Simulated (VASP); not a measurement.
# Relaxed cell volume of hcp titanium with eight density functionals, with and without dispersion terms, against the diffraction cell

A titanium adhesion layer is to be specified by the number of atoms deposited per area, and its thickness then follows from the volume per atom. We want one density functional that gives this volume well enough for titanium, so that it can be considered later for layers without a measured cell. Our target is a dense layer of 100 nm at ambient temperature, with its thickness inside a window 3 nm wide centred on that value. The error may thus be at most 3 / 2 = 1.5 nm, which is 1.5 % in volume. Among levels that meet the target, the cheaper one is preferred.

We calculate the static, fully relaxed volume of bulk Ti (P6_3/mmc) and compare it with the diffraction cell of 17.64 Å³ per atom. A negative error means that the calculated cell is too small. Because the diffraction cell contains zero-point and thermal expansion, a faultless static calculation should come out 0.5 to 2 % below it.

## Method

The start is the cell of a diffraction database, 17.64 Å³ per atom, whose temperature is that of the entry, mostly ambient. VASP 6.6.1, plane waves with PAW, cutoff 520 eV; cell and atoms fully relaxed at zero pressure at each level, static lattice, no spin polarisation, no spin-orbit coupling. All ran on Intel(R) Xeon(R) 6975P-C (Granite Rapids), shared with other work, so times are rough. All levels use the PAW data sets made with PBE. Non-spherical gradient terms inside the PAW spheres (LASPH) are on in the rows so marked and off in the others; they change results slightly and raise the cost.

Notes on method and selection:

- The diffraction cell holds zero-point and thermal expansion, typically 0.5 to 2 % in volume at room temperature, which a static relaxation lacks.
- Non-spherical gradient terms in the PAW spheres (LASPH) were on for r2SCAN, r2SCAN + rVV10 and vdW-DF-cx, and off for RPBE, LDA, PBE, PBEsol and PBE + D3(BJ); where rows differ in this, it bears on volumes and cost.
- Runs that did not converge, have known faults or may not be shown are not listed, and runs on Ansatz's PAW sets soft_1 and soft_2 are kept to separate tables.

Columns:

- volume error (%): relaxed volume relative to the diffraction cell.
- volume (Å³/atom): relaxed volume per atom.
- cost per step (core-s): processor time per ionic step of the relaxation.

## Numbers

| member | volume error (%) | volume (Å³/atom) | cost per step (core-s) | remark |
| --- | --- | --- | --- | --- |
| RPBE | 1.16 | 17.840 | 5.5 |  |
| r2SCAN | −1.66 | 17.343 | 23 | LASPH on |
| PBE | −1.74 | 17.329 | 4.9 |  |
| r2SCAN + rVV10 | −2.45 | 17.204 | 57 | LASPH on |
| vdW-DF-cx | −4.96 | 16.760 | 44 | LASPH on |
| PBEsol | −5.45 | 16.675 | 7.1 |  |
| PBE + D3(BJ) | −6.73 | 16.449 | 7.7 |  |
| LDA | −8.79 | 16.086 | 3.9 |  |

## What drives the series

Among LDA and the gradient functionals without a dispersion term, the volume rises from LDA through PBEsol and PBE to RPBE. The steps are 16.675 − 16.086 = 0.589, 17.329 − 16.675 = 0.654 and 17.840 − 17.329 = 0.511 Å³ per atom. Together they move the error from −8.79 to +1.16 %, close to ten percentage points.

The order follows from how strongly exchange rewards an uneven density. Gradient functionals multiply the local exchange energy by a factor $F_x(s)$, where $s$ is the reduced density gradient; at small $s$, $F_x \approx 1 + \mu s^2$. LDA has $\mu = 0$, PBEsol roughly 0.12 and PBE roughly 0.22. RPBE starts like PBE but rises faster at larger $s$. Stretching the crystal makes the density between the atoms less uniform, so a steeper $F_x$ lowers the energy of the larger cell. Changes in correlation between LDA, PBEsol and PBE also contribute.

Dispersion terms act the other way, since they add attraction between atoms. D3(BJ) shrinks the PBE cell by 17.329 − 16.449 = 0.880 Å³ per atom, and rVV10 shrinks the r2SCAN cell by 17.343 − 17.204 = 0.139 Å³ per atom. The first contraction is 0.880 / 0.139 = 6.3 times the second, though the parent functionals differ. D3(BJ) sums over atom pairs with coefficients derived from molecular references, and so misses the screening by conduction electrons that weakens such attraction in a metal. The rVV10 term is computed from the density itself and is fitted to r2SCAN, which already holds part of the medium-range attraction.

## Outliers

PBE + D3(BJ) stands out: a correction to PBE takes the cell past PBEsol and most of the way to LDA. We trust the number as the result of this recipe, but not as a description of titanium, because the pairwise term overbinds the metal.

RPBE is the only row above the diffraction cell. It fits the order of the gradient functionals, and adding thermal expansion would take it further from the measured volume.

vdW-DF-cx lies only 16.760 − 16.675 = 0.085 Å³ per atom above PBEsol. Its exchange also rises slowly at small gradients, which makes a small cell plausible. It has no partner row without the nonlocal term, so its error cannot be assigned to dispersion.

## Cost against accuracy

r2SCAN costs 23 / 4.9 = 4.7 times as much per ionic step as PBE and gives practically the same volume. Part of the extra cost comes from LASPH, which was off for PBE. Adding rVV10 raises the cost per step by a further factor of 57 / 23 = 2.5 and moves the volume error from −1.66 to −2.45 %. vdW-DF-cx takes 44 / 4.9 = 9.0 times the PBE time per ionic step and leaves a larger error. It reached its final cell in fewer ionic steps than PBE, with more electronic cycles in each, so for the whole relaxation the ratio is clearly smaller, though vdW-DF-cx remains much dearer. PBE is also cheaper than r2SCAN over the whole relaxation.

LDA, PBE, RPBE, PBEsol and PBE + D3(BJ) lie within a factor of two of one another per ionic step, which is too close to rank on shared machines. Most of that spread comes from the number of electronic cycles per ionic step, not from the price of a cycle. LDA, the cheapest per step, needed the most steps, and its whole relaxation was the dearest of the five. Among these five, the choice should rest on the volume alone.

## Choosing a member

For a fixed number of atoms per area, thickness is proportional to volume per atom. A layer of 100 nm at the diffraction volume (1000 Å) holds 1000 / 17.64 = 56.7 atoms per Å². With the volume error $x$ and the missing expansion $e$, both in per cent of the diffraction volume, the predicted ambient thickness is

$$t = 100\ \mathrm{nm} \times \left(1 + \frac{x + e}{100}\right), \qquad e = 0.5 \text{ to } 2.$$

The brief accepts 100 − 1.5 = 98.5 nm to 100 + 1.5 = 101.5 nm, and we require a level to stay inside for the whole range of $e$.

- PBE: 100 − 1.74 + 0.5 = 98.8 nm to 100 − 1.74 + 2 = 100.3 nm. It passes.
- r2SCAN: 98.8 to 100.3 nm. It passes.
- r2SCAN + rVV10: 100 − 2.45 + 0.5 = 98.05 nm to 100 − 2.45 + 2 = 99.55 nm. It fails at the low end and would pass if the expansion were at least 2.45 − 1.5 = 0.95 %.
- RPBE: 100 + 1.16 + 0.5 = 101.66 nm to 100 + 1.16 + 2 = 103.16 nm. It fails.
- vdW-DF-cx: 100 − 4.96 + 0.5 = 95.54 nm to 100 − 4.96 + 2 = 97.04 nm. It fails.
- PBEsol: 100 − 5.45 + 0.5 = 95.05 nm to 100 − 5.45 + 2 = 96.55 nm. It fails.
- PBE + D3(BJ): 100 − 6.73 + 0.5 = 93.77 nm to 100 − 6.73 + 2 = 95.27 nm. It fails.
- LDA: 100 − 8.79 + 0.5 = 91.71 nm to 100 − 8.79 + 2 = 93.21 nm. It fails.

We pick PBE, with r2SCAN as runner-up. Their volumes differ by 17.343 − 17.329 = 0.014 Å³ per atom, too little to rank them, especially as LASPH was on only for r2SCAN. Cost decides.

For both levels the range includes 100 nm, but only towards its upper end: PBE gets there with an expansion of 1.74 %, r2SCAN with 1.66 %. Titanium expands only modestly for a metal, so both levels probably predict a layer slightly too thin. A tighter tolerance would overturn the pick: at 1 nm, PBE would need an expansion of at least 1.74 − 1 = 0.74 %, and r2SCAN at least 0.66 %. With a modest expansion, neither could be taken as safe at that tolerance.

## Conclusions and limits

For bulk hcp titanium, PBE and r2SCAN without dispersion terms come closest to the measured volume once expansion is allowed for, and LDA is the furthest away. Even with expansion included, the PBE and r2SCAN volumes are probably still slightly too small. Both added dispersion terms shrink the cell, D3(BJ) by far the more. These findings concern one metal and its volume; they do not fix the separate errors of $a$ and $c$, nor the ranking for other layers.

In a real layer, two omitted effects can matter more than the choice between PBE and r2SCAN. Hydrogen uptake swells the metal, and voids in a poorly densified film add to its thickness. Both make the layer thicker than calculated.
